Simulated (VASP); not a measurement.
A calculation with VASP 6.6.1 of SnN2F2 (ASE script, structure from a POSCAR):

run.py

```python
from ase.calculators.vasp import Vasp
from ase.dft.bandgap import bandgap
from ase.io import read

atoms = read('POSCAR')
calc = Vasp(
    directory='calc',
    xc='lda',
    pp='LDA',
    setups='minimal',
    prec='Accurate',
    encut=500,
    ediff=1e-06,
    ismear=0,
    sigma=0.05,
    lreal=False,
    lasph=True,
    nelm=100,
    algo='Normal',
    isif=2,
    lwave=False,
    lcharg=False,
    kpts=[6, 6, 8],
    gamma=True,
    nbands=22,
)
atoms.calc = calc

print('energy (eV):', atoms.get_potential_energy())
print('free energy (eV):', atoms.get_potential_energy(force_consistent=True))
print('forces (eV/A):')
print(atoms.get_forces())
print('stress (eV/A^3, Voigt):', atoms.get_stress())
print('Fermi level (eV):', calc.get_fermi_level())
gap, top, bottom = bandgap(calc)
print('band gap (eV):', gap, 'from (spin, k, band)', top, 'to', bottom)
```

File POSCAR:

```
SnN2F2
1.0
    4.3970390000     -2.6470130000      0.0000000000
    4.3970390000      2.6470130000      0.0000000000
   -1.2529480000      0.0000000000      3.5211200000
Sn F N
1 2 2
Direct
    0.0000000000      0.0000000000      0.0000000000
    0.1723560000      0.1723560000      0.6365290000
    0.8276440000      0.8276440000      0.3634710000
    0.4619940000      0.4619940000      0.0939310000
    0.5380060000      0.5380060000      0.9060690000
```

Potentials or basis: VASP PAW LDA potentials, release 64 (Sn, F, N).

Command:

```sh
$ python run.py
```

The cell comes from a database or a generator and needn't be the stable form of this composition.

Q: Write the same calculation in another form: native input, structure from a POSCAR.

A: As run:

Contents of INCAR:

```
SYSTEM = SnN2F2
  PREC = Accurate
  ENCUT = 500
  EDIFF = 1E-6
  ISMEAR = 0
  SIGMA = 0.05
  LREAL = .False.
  LASPH = .True.
  NELM = 80
  ALGO = Normal
  ISIF = 2
  LWAVE = .False.
  LCHARG = .False.
  NBANDS = 22
```

KPOINTS

```
regular mesh
0
Gamma
  6 6 8
  0 0 0
```

Contents of POSCAR:

```
SnN2F2
1.0
    4.3970390000     -2.6470130000      0.0000000000
    4.3970390000      2.6470130000      0.0000000000
   -1.2529480000      0.0000000000      3.5211200000
Sn F N
1 2 2
Direct
    0.0000000000      0.0000000000      0.0000000000
    0.1723560000      0.1723560000      0.6365290000
    0.8276440000      0.8276440000      0.3634710000
    0.4619940000      0.4619940000      0.0939310000
    0.5380060000      0.5380060000      0.9060690000
```

Potentials or basis: VASP PAW LDA potentials, release 64 (Sn, F, N).

Run with:

```sh
$ cat potpaw_LDA.64/Sn/POTCAR potpaw_LDA.64/F/POTCAR potpaw_LDA.64/N/POTCAR > POTCAR
$ mpirun -np 1 vasp_std > vasp.out
```

Both were run:

|  | ASE script, structure from a POSCAR | native input, structure from a POSCAR |
| --- | --- | --- |
| Pressure | -0.6 GPa | -0.6 GPa |
| Largest force | 1.305 eV/Å | 1.305 eV/Å |
| Band gap on the k mesh | 0.97 eV, direct | 0.97 eV, direct |

Keys that steer only the numerical path or the files written may differ.

Caveat: the standard files for N, O and F lose accuracy on very short bonds; spin-orbit coupling is left out, which moves the levels of the heavy elements; forces of over 1 eV/Å show positions far from the minimum, so gaps and moduli don't describe the material at rest.
